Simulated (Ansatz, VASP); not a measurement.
# Cross-check of MnPt between VASP and Ansatz

Aim: how closely do two programs agree when they are given the same cell, functional and k mesh? The cell is taken from a series of VASP runs on this material, whose earlier steps may have relaxed, scaled or displaced it; both programs get it as it stands.

Calculated with Ansatz 0.2.0; plane waves, with VASP 6.6.1 beside it; relaxation of cell and atoms at PBEsol with D3(BJ).

### Step 1. Starting point

Symmetry: P4/mmm, No. 123, tetragonal system. Conventional cell: a = 2.721 Å, b = 2.721 Å, c = 3.654 Å, α = 90.00°, β = 90.00°, γ = 90.00°. Nearest to Mn lie 8 Pt at 2.65 Å and 4 Mn at 2.72 Å. Nearest to Pt lie 8 Mn at 2.65 Å and 4 Pt at 2.72 Å. Farther neighbours are not listed.

Structure file:

```
Mn Pt
1.0
     5.44116    0.00000    0.00000
     2.72058    2.72058    0.00000
     0.00000    0.00000    3.65422
Mn Pt
2 2
Direct
  0.00000 0.00000 0.00000
  0.50000 0.00000 0.00000
  0.00000 0.50000 0.50000
  0.50000 0.50000 0.50000
```

### Step 2. VASP: relaxation of cell and atoms, PBEsol with D3(BJ)

The relaxed volume is the usual yardstick between codes: its relative difference is about their pressure difference at one cell divided by the bulk modulus.

Lines of VASP's logs that name or quote its potential files are left out, and so is its time.

File INCAR:

```
SYSTEM = MnPt
PREC = Accurate
ENCUT = 400
EDIFF = 1E-06
NELM = 100
ISMEAR = 1
SIGMA = 0.2
LREAL = .FALSE.
ALGO = Normal
GGA = PS
IVDW = 12
NBANDS = 31
ISPIN = 2
MAGMOM = 3.68 -3.68 0 0
LASPH = .TRUE.
LMAXMIX = 4
LORBIT = 11
LWAVE = .FALSE.
LCHARG = .FALSE.
KPAR = 4
IBRION = 2
NSW = 60
ISIF = 3
EDIFFG = -0.01
```

File POSCAR:

```
MnPt
1.0
    5.4411599127      0.0000000000      0.0000000000
    2.7205799563      2.7205799563      0.0000000000
    0.0000000000      0.0000000000      3.6542234887
Mn Pt
2 2
Direct
    0.0000000000      0.0000000000      0.0000000000
    0.5000000000      0.0000000000      0.0000000000
    0.0000000000      0.5000000000      0.5000000000
    0.5000000000      0.5000000000      0.5000000000
```

File KPOINTS:

```
Automatic mesh
0
Gamma
7 7 5
0 0 0
```

Potentials, in the order of the species: Mn_pv and Pt (PBE family, release 64).

On the command line:

```
mpirun -np 4 vasp_std
```

Numbers of over 12 decimals in the logs are rounded to 6 here.

What it wrote:

```text
[banner, memory and clock lines left out]
running    4 mpi-ranks, on    1 nodes
 distrk:  each k-point on    1 cores,    4 groups
 distr:  one band on    1 cores,    1 groups

 POSCAR found type information on POSCAR MnPt
 POSCAR found :  2 types and       4 ions
|                                                                             |
|               ----> ADVICE to this user running VASP <----                  |
|                                                                             |
|     You enforced a specific xc type in the INCAR file but a different       |
|     [... a line on the potential file left out ...]
|     I HOPE YOU KNOW WHAT YOU ARE DOING!                                     |
|                                                                             |

 LDA part: xc-table for (Slater+PW92), standard interpolation
 POSCAR, INCAR and KPOINTS ok, starting setup
 FFT: planning ... GRIDC
 FFT: planning ... GRID_SOFT
 FFT: planning ... GRID
 WAVECAR not read
 entering main loop
       N       E                     dE             d eps       ncg     rms          rms(c)
DAV:   1     0.421415748043E+03    0.42142E+03   -0.21516E+04  3944   0.148E+03
DAV:   2    -0.160519062414E+02   -0.43747E+03   -0.40877E+03  3944   0.428E+02
DAV:   3    -0.381091224680E+02   -0.22057E+02   -0.21114E+02  4149   0.108E+02
DAV:   4    -0.384578866606E+02   -0.34876E+00   -0.34811E+00  4105   0.135E+01
DAV:   5    -0.384642955470E+02   -0.64089E-02   -0.64086E-02  4266   0.194E+00    0.259E+01
DAV:   6    -0.381347102955E+02    0.32959E+00   -0.28997E+01  3880   0.598E+01    0.245E+01
DAV:   7    -0.353467469522E+02    0.27880E+01   -0.21225E+01  4289   0.583E+01    0.121E+01
DAV:   8    -0.349463776746E+02    0.40037E+00   -0.17722E+00  4114   0.139E+01    0.546E+00
DAV:   9    -0.349528062712E+02   -0.64286E-02   -0.30340E-01  4129   0.519E+00    0.293E+00
DAV:  10    -0.349431211652E+02    0.96851E-02   -0.59702E-02  4225   0.232E+00    0.154E+00
DAV:  11    -0.349481368889E+02   -0.50157E-02   -0.86495E-03  4014   0.835E-01    0.406E-01
DAV:  12    -0.349486285535E+02   -0.49166E-03   -0.15770E-03  4112   0.405E-01    0.190E-01
DAV:  13    -0.349486243235E+02    0.42300E-05   -0.31625E-04  4233   0.211E-01    0.797E-02
DAV:  14    -0.349486423045E+02   -0.17981E-04   -0.14232E-04  4398   0.122E-01    0.262E-02
DAV:  15    -0.349486407979E+02    0.15066E-05   -0.16998E-05  3797   0.418E-02    0.529E-03
DAV:  16    -0.349486407534E+02    0.44500E-07   -0.71691E-07  2007   0.601E-03
   1 F= -.37042904E+02 E0= -.37046139E+02  d E =-.370429E+02  mag=    -0.0000
 curvature:   0.00 expect dE= 0.000E+00 dE for cont linesearch  0.000E+00
 trial: gam= 0.00000 g(F)=  0.871E-59 g(S)=  0.456E-04 ort = 0.000E+00 (trialstep = 0.100E+01)
 search vector abs. value=  0.456E-04
 bond charge predicted
       N       E                     dE             d eps       ncg     rms          rms(c)
DAV:   1    -0.349472256618E+02    0.14151E-02   -0.17724E-02  3776   0.138E+00    0.324E-01
DAV:   2    -0.349467321266E+02    0.49354E-03   -0.60586E-03  3790   0.107E+00    0.364E-01
DAV:   3    -0.349461730772E+02    0.55905E-03   -0.19595E-03  4130   0.671E-01    0.916E-02
DAV:   4    -0.349461487401E+02    0.24337E-04   -0.18585E-04  4070   0.171E-01    0.307E-02
DAV:   5    -0.349461455094E+02    0.32308E-05   -0.12024E-05  3832   0.296E-02    0.185E-02
DAV:   6    -0.349461435624E+02    0.19470E-05   -0.33506E-06  4033   0.157E-02    0.632E-03
DAV:   7    -0.349461433816E+02    0.18078E-06   -0.40321E-07  1909   0.635E-03
   2 F= -.37042906E+02 E0= -.37046158E+02  d E =-.122481E-05  mag=     0.0000
 trial-energy change:   -0.000001  1 .order   -0.000001   -0.000046    0.000044
 step:   0.5084(harm=  0.5084)  dis= 0.00000  next Energy=   -37.042916 (dE=-0.116E-04)
 bond charge predicted
       N       E                     dE             d eps       ncg     rms          rms(c)
DAV:   1    -0.349476508767E+02   -0.15073E-02   -0.43090E-03  3776   0.679E-01    0.160E-01
DAV:   2    -0.349475289057E+02    0.12197E-03   -0.14902E-03  3804   0.534E-01    0.182E-01
DAV:   3    -0.349473922001E+02    0.13671E-03   -0.48099E-04  4130   0.332E-01    0.444E-02
DAV:   4    -0.349473853694E+02    0.68307E-05   -0.44104E-05  4056   0.826E-02    0.154E-02
DAV:   5    -0.349473846016E+02    0.76774E-06   -0.29192E-06  3458   0.146E-02
   3 F= -.37042918E+02 E0= -.37046163E+02  d E =-.137876E-04  mag=    -0.0000
 curvature:  -0.25 expect dE=-0.834E-06 dE for cont linesearch -0.246E-06
 trial: gam= 0.00000 g(F)=  0.134E-58 g(S)=  0.328E-05 ort =-0.664E-05 (trialstep = 0.902E+00)
 search vector abs. value=  0.328E-05
 reached required accuracy - stopping structural energy minimisation
```

OUTCAR, selected parts (step 2):

```text
ion  position               nearest neighbor table
   1  0.000  0.000  0.000-   3 2.65   3 2.65   3 2.65   3 2.65   4 2.65   4 2.65   4 2.65   4 2.65
                             2 2.72   2 2.72   2 2.72   2 2.72
   2  0.500  0.000  0.000-   4 2.65   4 2.65   4 2.65   4 2.65   3 2.65   3 2.65   3 2.65   3 2.65
                             1 2.72   1 2.72   1 2.72   1 2.72
   3  0.000  0.500  0.500-   1 2.65   1 2.65   1 2.65   1 2.65   2 2.65   2 2.65   2 2.65   2 2.65
                             4 2.72   4 2.72   4 2.72   4 2.72
   4  0.500  0.500  0.500-   2 2.65   2 2.65   2 2.65   2 2.65   1 2.65   1 2.65   1 2.65   1 2.65
                             3 2.72   3 2.72   3 2.72   3 2.72

  LATTYP: Found a simple tetragonal cell.
 ALAT       =     3.8474810718
 C/A-ratio  =     0.9497703616

 Subroutine GETGRP returns: Found 16 space group operations
 (whereof 16 operations were pure point group operations)

The static configuration has the point symmetry D_4h.

 Found     30 irreducible k-points:

   k-points           NKPTS =     30   k-points in BZ     NKDIM =     30   number of bands    NBANDS=     31

   dimension x,y,z NGX =    36 NGY =   28 NGZ =   24
   dimension x,y,z NGXF=    72 NGYF=   56 NGZF=   48

   ENCUT  =  400.0 eV  29.40 Ry    5.42 a.u.   8.87  6.27  5.96*2*pi/ulx,y,z

   NELECT =      46.0000    total number of electrons

 k-points in reciprocal lattice and weights: Automatic mesh
   0.00000000  0.00000000  0.00000000       0.004
   0.14285714  0.00000000  0.00000000       0.016
   0.28571429  0.00000000  0.00000000       0.016
   0.42857143  0.00000000  0.00000000       0.016
   0.00000000  0.14285714  0.00000000       0.016
   0.42857143  0.14285714  0.00000000       0.033
  -0.42857143  0.14285714  0.00000000       0.033
   0.00000000  0.28571429  0.00000000       0.016
  -0.28571429  0.28571429  0.00000000       0.033
[...]
-0.28571429  0.28571429  0.40000000       0.065
   0.00000000  0.42857143  0.40000000       0.033

 Edisp (eV)   -2.09676

 average (electrostatic) potential at core
       1 -63.9684       2 -63.9684       3 -63.4044       4 -63.4044

 E-fermi :  11.1689

 spin component 1
 k-point     1 :       0.0000    0.0000    0.0000
  band No.  band energies     occupation
    ...
     17       9.2900      1.00000
     18       9.4886      1.00000
     19      10.3972      1.00000
     20      10.7375      1.00467
     21      10.7375      1.00467
     22      11.2922      0.07260
     23      12.1787     -0.00000
     24      12.1787     -0.00000
     25      12.3707     -0.00000
     26      12.4623     -0.00000
    ...

 k-point     2 :       0.1429    0.0000    0.0000
  band No.  band energies     occupation
    ...
     19      10.0802      1.00000
     20      10.0818      1.00000
     21      10.1547      1.00000
     22      10.7357      1.00451
     23      11.0800      0.83797
     24      11.9523     -0.00000
     25      12.4093     -0.00000
     26      12.4382     -0.00000
     27      12.5123     -0.00000
     28      13.1546     -0.00000
    ...

 k-point     3 :       0.2857    0.0000    0.0000
  band No.  band energies     occupation
    ...
     19       9.0877      1.00000
     20       9.2163      1.00000
     21       9.4190      1.00000
     22       9.6334      1.00000
     23      10.7319      1.00421
     24      11.5905     -0.00555
     25      11.8037     -0.00003
     26      12.0473     -0.00000
     27      12.3652     -0.00000
     28      13.1491     -0.00000
    ...

 k-point     4 :       0.4286    0.0000    0.0000
  band No.  band energies     occupation
    ...
     19       8.7457      1.00000
     20       8.7570      1.00000
     21       8.8532      1.00000
     22       9.5913      1.00000
     23      10.7294      1.00402
     24      11.3068      0.04372
     25      11.3379     -0.00074
     26      11.7299     -0.00027
     27      12.2626     -0.00000
     28      13.1450     -0.00000
    ...

 k-point     5 :       0.0000    0.1429    0.0000
  band No.  band energies     occupation
    ...
     19       9.3791      1.00000
     20       9.7537      1.00000
     21       9.9606      1.00000
     22      10.5549      1.00006
     23      10.8335      1.01957
     24      12.1888     -0.00000
     25      12.3308     -0.00000
     26      12.3710     -0.00000
     27      12.9027     -0.00000
     28      12.9622     -0.00000
    ...

 k-point     6 :       0.4286    0.1429    0.0000
  band No.  band energies     occupation
    ...
     19       8.9794      1.00000
     20       9.2302      1.00000
     21       9.4648      1.00000
     22       9.9138      1.00000
     23      10.4566      1.00000
     24      11.7757     -0.00008
     25      11.8224     -0.00002
     26      12.1080     -0.00000
     27      12.3374     -0.00000
     28      12.7952     -0.00000
    ...

 Edisp (eV)   -2.09553

  Total       0.00415     0.00415     0.01542    -0.00000    -0.00000     0.00000
  in kB       0.12285     0.12285     0.45700    -0.00000    -0.00000     0.00000
  external pressure =        0.23 kB  Pullay stress =        0.00 kB

  energy-cutoff  :      400.00
  volume of cell :       54.06
      direct lattice vectors                 reciprocal lattice vectors
     5.439741818  0.000000000 -0.000000000     0.183832254 -0.183832254 -0.000000000
     2.719870909  2.719870909 -0.000000000    -0.000000000  0.367664508  0.000000000
     0.000000000 -0.000000000  3.653935073     0.000000000 -0.000000000  0.273677550

 POSITION                                       TOTAL-FORCE (eV/Angst)
 -----------------------------------------------------------------------------------
      0.00000      0.00000     -0.00000         0.000000      0.000000      0.000000
      2.71987      0.00000     -0.00000        -0.000000     -0.000000      0.000000
      1.35994      1.35994      1.82697        -0.000000      0.000000      0.000000
      4.07981      1.35994      1.82697        -0.000000      0.000000      0.000000
 -----------------------------------------------------------------------------------
    total drift:                                0.000000      0.000000     -0.000000

  FREE ENERGIE OF THE ION-ELECTRON SYSTEM (eV)
  ---------------------------------------------------
  free  energy   TOTEN  =       -37.0429181843 eV

  energy  without entropy=      -37.0526528860  energy(sigma->0) =      -37.04616308

 reached required accuracy - stopping structural energy minimisation

 total charge
# of ion       s       p       d       tot
------------------------------------------
    1        0.340   6.316   4.979  11.636
    2        0.340   6.316   4.979  11.636
    3        0.735   0.721   8.088   9.544
    4        0.735   0.721   8.088   9.544
--------------------------------------------------
tot          2.150  14.075  26.136  42.361

 magnetization (x)
# of ion       s       p       d       tot
------------------------------------------
    1        0.027   0.055   3.382   3.465
    2       -0.027  -0.055  -3.382  -3.465
    3        0.000   0.000   0.000   0.000
    4        0.000   0.000   0.000   0.000
--------------------------------------------------
tot          0.000   0.000   0.000   0.000

[... 1 further part left out ...]
```

CONTCAR:

```
MnPt
   1.00000000000000
     5.4397418177102752    0.0000000000000261   -0.0000000000000000
     2.7198709088051638    2.7198709088051896   -0.0000000000000000
     0.0000000000000000   -0.0000000000000000    3.6539350731669660
  Mn              Pt
     2     2
Direct
     0.0000000000000000    0.0000000000000000    0.0000000000000000
     0.5000000000000000    0.0000000000000000    0.0000000000000000
     0.0000000000000000    0.5000000000000000    0.5000000000000000
     0.5000000000000000    0.5000000000000000    0.5000000000000000
```

The k-mesh is coarse for a metal.

(Part 1 of 2 ends here.)

[Lines on the potential files, build, host, timing and source positions are cut from VASP's logs without a mark.]

[Logs are printed without paths, hosts, clocks, repeated set-up lines and the standing remarks that a program may print on its own settings, such as how far it seeks lower states.]

[Hosts, paths, dates, database ids (printed as entryN), source tags and the programs' standing remarks are cut or masked in the printed files.]
